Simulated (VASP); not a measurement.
Input:

```xyz
2
Lattice="0.0000 3.3250 3.3250 3.3250 0.0000 3.3250 3.3250 3.3250 0.0000" Properties=species:S:1:pos:R:3 pbc="T T T"
In     0.0000     0.0000     0.0000
Sb     1.6625     1.6625     1.6625
```

The numbers are results of RPBE GGA, VASP's PBE PAW potentials (set 64) (plane waves; VASP 6.6.1), not measurements. Numerical set-up: 520 eV cut-off, 9×9×9 Γ-centred mesh, first-order Methfessel-Paxton smearing of 0.10 eV, potentials In_d Sb.

Unless said otherwise, spin-orbit coupling is left out, though it shifts the bands of the heavy elements here.

Question: What does the run give for the energy per atom (σ→0), pressure, band gap (on the k-mesh) with the smallest direct gap where there is one?

Answer: 
```yaml
band gap (on the k-mesh): none (metal, semimetal or under 0.01 eV)
energy per atom (σ→0): -3.146 eV/atom
pressure: 1.03 GPa
```

Total energies compare only between runs with the same potentials, cut-off and functional.

The compound is InSb in the zinc blende structure. This cell is one point of a volume scan, at 0.97 of the reference volume.
